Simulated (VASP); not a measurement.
All values below come from revTPSS meta-GGA, VASP's PBE PAW potentials (set 64) (plane waves; VASP).

Input for VASP

### KPOINTS
```
Automatic mesh
0
Gamma
12 12 7
0 0 0
```

**INCAR**
```
SYSTEM = Dy
PREC = Accurate; ENCUT = 520; LREAL = F
LASPH = T
EDIFF = 1E-7; NELM = 100; ALGO = Normal
LMAXMIX = 6; LMIXTAU = T
ISMEAR = 1; SIGMA = 0.1
METAGGA = RTPSS
IBRION = 2; NSW = 30; ISIF = 4
EDIFFG = -0.01
LWAVE = F; LCHARG = F
```

POSCAR:
```
Dy
1
    1.7521779346    -3.0348610133     0.0000000000
    1.7521779346     3.0348610133     0.0000000000
    0.0000000000     0.0000000000     5.4011158962
Dy
2
Direct
  0.3333330000   0.6666670000   0.2500000000
  0.6666670000   0.3333330000   0.7500000000
```

POTCAR, in this order: Dy_3 (PBE.64 set). Program: vasp_std.

Problem. What will the output report for the number of irreducible k-points (NKPTS), largest plane-wave count, number of space-group operations, FFT grid (NGX, NGY, NGZ)?

Solution. 
| Item | Result |
|---|---|
| number of irreducible k-points (NKPTS) | 76 |
| largest plane-wave count | 1580 |
| number of space-group operations | 24 |
| FFT grid (NGX, NGY, NGZ) | 28 × 28 × 40 |

The compound is Dy in the hcp structure. This cell is one point of a volume scan, at 0.94 of the reference volume. Symmetry was kept, so distortions that lower it aren't found. The 4f electrons are frozen in the core of the lanthanide potential, so 4f levels, which can set the real gap, and their magnetism are missing.
